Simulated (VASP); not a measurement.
A convergence study with VASP on SrVO$_{3}$ (cubic perovskite): one setting is varied, all else stays as given below, so the limit is that of these other settings.

```yaml
crystal:
  lattice:
    - [3.84000, 0.00000, 0.00000]
    - [0.00000, 3.84000, 0.00000]
    - [0.00000, 0.00000, 3.84000]
  atoms:
    - { symbol: Sr, position: [0.00000, 0.00000, 0.00000] }
    - { symbol: V, position: [0.50000, 0.50000, 0.50000] }
    - { symbol: O, position: [0.50000, 0.00000, 0.50000] }
    - { symbol: O, position: [0.00000, 0.50000, 0.50000] }
    - { symbol: O, position: [0.50000, 0.50000, 0.00000] }
```

Calculation: PBE GGA, VASP's PBE PAW potentials (set 64) (plane waves; VASP 6.6.1). The tightest run used: 700 eV cut-off, 17×17×17 Γ-centred mesh, first-order Methfessel-Paxton smearing of 0.10 eV, potentials Sr_sv V_sv O.

| setting | E (eV/atom) | pressure (GPa) | irreducible k-points |
|---|---|---|---|
| 1×1×1 mesh | -4.0990 | 59.63 | 1 |
| 2×2×2 mesh | -7.7831 | 3.74 | 4 |
| 3×3×3 mesh | -7.8377 | 3.49 | 4 |
| 4×4×4 mesh | -7.8285 | 3.80 | 10 |
| 5×5×5 mesh | -7.8433 | 3.50 | 10 |

Question: These are the cheaper rows. Estimate the results at 17×17×17 mesh, and how far the last row shown lies from them.

Answer: 
| quantity | tightest run | last row shown is off by |
|---|---|---|
| E (eV/atom) | -7.8571 | 0.0138 |
| pressure (GPa) | 3.21 | 0.29 |

Left out are rungs that failed or repeat a setting and relaxations that didn't move; long series are thinned to 24 rows.

The compound is SrVO3 in the cubic perovskite structure. The cell was not relaxed at this level. The run is not spin-polarised, so no magnetic state was tried. The electron count is odd and the run is not spin-polarised, which forces a metal.
